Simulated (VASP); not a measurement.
Energy against volume of MgSe (rock salt). All values below come from PBE GGA, VASP's PBE PAW potentials (set 64) (plane waves; VASP). Numerical set-up: 520 eV cut-off, 8×8×8 Γ-centred mesh, Gaussian smearing of 0.050 eV, potentials Mg Se.

| V (Å³/atom) | E (eV/atom) |
|---|---|
| 19.594 | -3.72918 |
| 20.219 | -3.74139 |
| 20.845 | -3.74521 |
| 21.470 | -3.74185 |

### Question
Fit these four points and predict the energy of the run at 22.095 Å³/atom.

### Answer
A cubic in V^(−2/3), the third-order Birch-Murnaghan form, passes through the four points with V0 = 20.85 Å³/atom and B0 = 61 GPa, and gives -3.7324 eV/atom there. The run gave -3.7323 eV/atom, +0.0 meV/atom from the fit; all five points give B0 = 61 GPa.

The compound is MgSe in the rock salt structure. It was relaxed first.
